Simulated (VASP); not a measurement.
Computed with r2SCAN meta-GGA, VASP's PBE PAW potentials (set 64) (plane waves; VASP).

Input for VASP

**INCAR**
```
SYSTEM = BAs
PREC = Accurate; ENCUT = 600; LREAL = .False.
LASPH = .True.
EDIFF = 1E-7; NELM = 100; ALGO = Normal
LMAXMIX = 4; LMIXTAU = .True.
ISMEAR = 0; SIGMA = 0.05
METAGGA = R2SCAN
ISIF = 2
LWAVE = .False.; LCHARG = .False.
```

**KPOINTS**
```
Automatic
0
gamma
10 10 10
0 0 0
```

POSCAR:
```
BAs
1.0
  0.0000000000   2.3932101388   2.3932101388
  2.3932101388   0.0000000000   2.3932101388
  2.3932101388   2.3932101388   0.0000000000
B As
1 1
Cart
  0.0000000000   0.0000000000   0.0000000000
  1.1966050694   1.1966050694   1.1966050694
```

POTCAR, in this order: B As (PBE.64 set). Program: vasp_std.

Output of the run:

File OUTCAR:
```
 ion  position               nearest neighbor table
   1  0.000  0.000  0.000-   2 2.07   2 2.07   2 2.07   2 2.07
   2  0.250  0.250  0.250-   1 2.07   1 2.07   1 2.07   1 2.07
  LATTYP: Found a face centered cubic cell.
 ALAT       =     4.7864202776
 Subroutine PRICEL returns:
 Original cell was already a primitive cell.
 Subroutine GETGRP returns: Found 24 space group operations
The static configuration has the point symmetry T_d .
The dynamic configuration has the point symmetry T_d .
 Subroutine INISYM returns: Found 24 space group operations
 Subroutine IBZKPT returns following result:
 Found     47 irreducible k-points:

 Following reciprocal coordinates:
            Coordinates               Weight
  0.000000  0.000000  0.000000      1.000000
  0.100000  0.000000  0.000000      8.000000
  0.200000  0.000000  0.000000      8.000000
  0.300000  0.000000  0.000000      8.000000
  0.400000  0.000000  0.000000      8.000000
  0.500000  0.000000  0.000000      4.000000
  0.100000  0.100000  0.000000      6.000000
  0.200000  0.100000  0.000000     24.000000
  0.300000  0.100000  0.000000     24.000000
...
```

### OSZICAR
```
       N       E                     dE             d eps       ncg     rms          rms(c)
DAV:   1     0.700757248441E+01    0.70076E+01   -0.44470E+03   752   0.102E+03
DAV:   2    -0.234468654468E+02   -0.30454E+02   -0.29483E+02  1168   0.120E+02
DAV:   3    -0.238470759257E+02   -0.40021E+00   -0.40021E+00   840   0.192E+01
DAV:   4    -0.238476371681E+02   -0.56124E-03   -0.56124E-03  1128   0.804E-01
DAV:   5    -0.238476373474E+02   -0.17931E-06   -0.17931E-06   856   0.102E-02    0.495E+00
DAV:   6    -0.222079365311E+02    0.16397E+01   -0.10437E+00   920   0.728E+00    0.288E+00
DAV:   7    -0.220368799865E+02    0.17106E+00   -0.45866E-01   816   0.435E+00    0.823E-01
DAV:   8    -0.220738659741E+02   -0.36986E-01   -0.21589E-01   752   0.429E+00    0.388E-01
DAV:   9    -0.222145864168E+02   -0.14072E+00   -0.18846E-02   792   0.129E+00    0.202E-01
DAV:  10    -0.222187374635E+02   -0.41510E-02   -0.24206E-04  1120   0.154E-01    0.195E-01
DAV:  11    -0.222371561931E+02   -0.18419E-01   -0.11457E-03   752   0.398E-01    0.136E-01
DAV:  12    -0.222575173743E+02   -0.20361E-01   -0.10496E-02   960   0.109E+00    0.762E-02
DAV:  13    -0.222574986727E+02    0.18702E-04   -0.10392E-04   752   0.117E-01    0.573E-02
DAV:  14    -0.222575007144E+02   -0.20417E-05   -0.12071E-05  1072   0.398E-02    0.328E-02
DAV:  15    -0.222575431858E+02   -0.42471E-04   -0.26198E-05   992   0.580E-02    0.399E-03
DAV:  16    -0.222575522683E+02   -0.90825E-05   -0.51265E-06  1048   0.236E-02    0.926E-03
DAV:  17    -0.222575523527E+02   -0.84353E-07   -0.16166E-06   880   0.154E-02    0.243E-03
DAV:  18    -0.222575536121E+02   -0.12595E-05   -0.29532E-07   784   0.491E-03    0.104E-03
DAV:  19    -0.222575532413E+02    0.37079E-06   -0.70128E-08   376   0.205E-03    0.368E-04
DAV:  20    -0.222575533284E+02   -0.87098E-07   -0.54233E-09   376   0.801E-04
   1 F= -.22257553E+02 E0= -.22257553E+02  d E =-.557781E-17
```

File OUTCAR:
```
------------------------ aborting loop because EDIFF is reached ----------------------------------------
  FORCE on cell =-STRESS in cart. coord.  units (eV):
  Direction    XX          YY          ZZ          XY          YZ          ZX
  --------------------------------------------------------------------------------------
  Total        0.0014992      0.0014992      0.0014992      0.0000000      0.0000000      0.0000000
  in kB        0.0876163      0.0876163      0.0876163      0.0000000      0.0000000      0.0000000
  external PRESSURE =       0.0876163 kB  Pullay stress =       0.0000000 kB
  volume of cell :       27.41
      direct lattice vectors                 reciprocal lattice vectors
     0.000000000  2.393210139  2.393210139    -0.208924403  0.208924403  0.208924403
     2.393210139  0.000000000  2.393210139     0.208924403 -0.208924403  0.208924403
     2.393210139  2.393210139  0.000000000     0.208924403  0.208924403 -0.208924403
  FREE ENERGIE OF THE ION-ELECTRON SYSTEM (eV)
  ---------------------------------------------------
  free  energy   TOTEN  =       -22.2575533284 eV

  energy  without entropy=      -22.2575533284  energy(sigma->0) =      -22.25755333
```
(Selected blocks of OUTCAR.)

File OUTCAR:
```
 val. band max:        5.9572132048   @ k =   0.0000   0.0000   0.0000

 cond. band min:       7.3341503593   @ k =   0.4000   0.4000   0.0000


 Fermi energy:         6.2326694860

 k-point     1 :       0.0000    0.0000    0.0000
  band No.  band energies     occupation
      1     -10.1445      2.00000
      2       5.9572      2.00000
      3       5.9572      2.00000
      4       5.9572      2.00000
      5       9.3962      0.00000
      6       9.3962      0.00000
      7       9.3962      0.00000
      8      11.0310      0.00000

 k-point     2 :       0.1000    0.0000    0.0000
  band No.  band energies     occupation
      1      -9.9729      2.00000
      2       4.4914      2.00000
      3       5.6378      2.00000
      4       5.6378      2.00000
      5       9.6177      0.00000
      6       9.8176      0.00000
      7       9.8176      0.00000
      8      11.9200      0.00000

 k-point     3 :       0.2000    0.0000    0.0000
  band No.  band energies     occupation
      1      -9.4668      2.00000
      2       2.0160      2.00000
      3       5.0298      2.00000
      4       5.0298      2.00000
      5       9.4289      0.00000
      6      10.5798      0.00000
      7      10.5798      0.00000
      8      13.6670      0.00000

 k-point     4 :       0.3000    0.0000    0.0000
  band No.  band energies     occupation
      1      -8.6642      2.00000
      2      -0.3796      2.00000
      3       4.4922      2.00000
      4       4.4922      2.00000
      5       9.1523      0.00000
      6      11.0120      0.00000
      7      11.0120      0.00000
      8      15.0607      0.00000

 k-point     5 :       0.4000    0.0000    0.0000
  band No.  band energies     occupation
      1      -7.7038      2.00000
      2      -2.3398      2.00000
      3       4.1472      2.00000
      4       4.1472      2.00000
      5       8.9620      0.00000
      6      11.0457      0.00000
      7      11.0457      0.00000
...
```

The compound is BAs in the zinc blende structure. It was relaxed first.
